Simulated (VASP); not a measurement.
Here is a VASP 6.6.1 calculation.

File POSCAR:

```
AlN                                     
1.0
    3.1285726999      0.0000000000      0.0000000000
   -1.5642863500      2.7094234337      0.0000000000
    0.0000000000      0.0000000000      5.0164566731
  Al              N             
     2     2
Direct
     0.3333333300000021    0.6666666699999979    0.9992574421912579
     0.6666666699999979    0.3333333300000021    0.4992574421912579
     0.3333333300000021    0.6666666699999979    0.3807425578087447
     0.6666666699999979    0.3333333300000021    0.8807425578087447
```

File INCAR.step1:

```
SYSTEM = AlN
PREC = Accurate
ENCUT = 520
EDIFF = 1E-5
ISMEAR = 0
SIGMA = 0.02
LREAL = .False.
LASPH = .True.
NELM = 100
ALGO = Normal
ISIF = 2
LWAVE = .True.
LCHARG = .False.
NBANDS = 16
KPAR = 4
GGA = PE
```

INCAR.step2

```
SYSTEM = AlN
PREC = Accurate
ENCUT = 520
EDIFF = 1E-7
ISMEAR = 0
SIGMA = 0.02
LREAL = .False.
LASPH = .True.
NELM = 100
ALGO = Normal
ISIF = 2
LWAVE = .False.
LCHARG = .False.
GGA = PE
LHFCALC = .True.
AEXX = 1.0
ALDAC = 0.0
AGGAC = 0.0
PRECFOCK = Fast
HFRCUT = -1
NBANDS = 16
KPAR = 4
ISTART = 1
```

Contents of KPOINTS:

```
Automatic mesh
0
Gamma
  6 6 4
  0 0 0
```

File KPOINTS_OPT:

```
path GMKGALHA,LM,KH
12
line-mode
reciprocal
 0.0000000000  0.0000000000  0.0000000000  G
 0.5000000000  0.0000000000  0.0000000000  M

 0.5000000000  0.0000000000  0.0000000000  M
 0.3333333333  0.3333333333  0.0000000000  K

 0.3333333333  0.3333333333  0.0000000000  K
 0.0000000000  0.0000000000  0.0000000000  G

 0.0000000000  0.0000000000  0.0000000000  G
 0.0000000000  0.0000000000  0.5000000000  A

 0.0000000000  0.0000000000  0.5000000000  A
 0.5000000000  0.0000000000  0.5000000000  L

 0.5000000000  0.0000000000  0.5000000000  L
 0.3333333333  0.3333333333  0.5000000000  H

 0.3333333333  0.3333333333  0.5000000000  H
 0.0000000000  0.0000000000  0.5000000000  A

 0.5000000000  0.0000000000  0.5000000000  L
 0.5000000000  0.0000000000  0.0000000000  M

 0.3333333333  0.3333333333  0.0000000000  K
 0.3333333333  0.3333333333  0.5000000000  H
```

Potentials or basis: VASP PAW PBE potentials, release 64 (Al, N).

Run with:

```bash
$ cat potpaw_PBE.64/Al/POTCAR potpaw_PBE.64/N/POTCAR > POTCAR
$ cp INCAR.step1 INCAR
$ mpirun -np 4 vasp_std > vasp.out
$ cp INCAR.step2 INCAR
$ mpirun -np 4 vasp_std > vasp.out
```

Task: What does it give for the band gap on the k mesh?

Result: 12.06 eV, direct.

Task: What does it give for the pressure?

Result: -6.3 GPa.

Task: What does it give for the largest force?

Result: 0.049 eV/Å.

Levels at the corners of the path, in eV from the valence-band top:
```csv
point,band 6,band 7,band 8,band 9,band 10,band 11
Γ,-0.24,-0.24,0.00,12.06,13.62,19.02
M,-2.73,-2.17,-0.93,13.63,14.93,15.31
M,-2.73,-2.17,-0.93,13.63,14.93,15.31
K,-3.14,-3.14,-3.14,14.02,16.93,16.93
K,-3.14,-3.14,-3.14,14.02,16.93,16.93
Γ,-0.24,-0.24,0.00,12.06,13.62,19.02
Γ,-0.24,-0.24,0.00,12.06,13.62,19.02
A,-0.71,-0.71,-0.71,14.34,14.34,18.34
A,-0.71,-0.71,-0.71,14.34,14.34,18.34
L,-1.91,-1.78,-1.78,13.69,13.69,16.41
L,-1.91,-1.78,-1.78,13.69,13.69,16.41
H,-4.75,-1.10,-1.10,15.70,15.70,16.93
H,-4.75,-1.10,-1.10,15.70,15.70,16.93
A,-0.71,-0.71,-0.71,14.34,14.34,18.34
L,-1.91,-1.78,-1.78,13.69,13.69,16.41
M,-2.73,-2.17,-0.93,13.63,14.93,15.31
K,-3.14,-3.14,-3.14,14.02,16.93,16.93
H,-4.75,-1.10,-1.10,15.70,15.70,16.93
```

Caveat: the PAW data sets were made with another functional, which shifts forces and pressure a little.

**The experiment to reproduce.**

“Structural and optical properties of self-assembled AlN nanowires grown on SiO2/Si substrates by molecular beam epitaxy”, 2024, arxiv:2402.00216 quotes, for a bulk crystal of AlN at 0 K: band gap 6.0343 eV (an exciton energy, a little under the gap).

Measured gap of AlN: 6.0343 eV (an exciton energy, a little under the gap; 0 K; quoted in “Structural and optical properties of self-assembled AlN nanowires grown on SiO2/Si substrates by molecular beam epitaxy”, 2024, arxiv:2402.00216). This calculation gives 12.06 eV (+6.02 eV). So large a miss can be the level of theory's own, or it may mean another phase, state or a wrong row. 2 values of this kind are on record (6.034 to 6.0343 eV); this one was drawn at random. The value is that of HF, without temperature or zero-point motion.
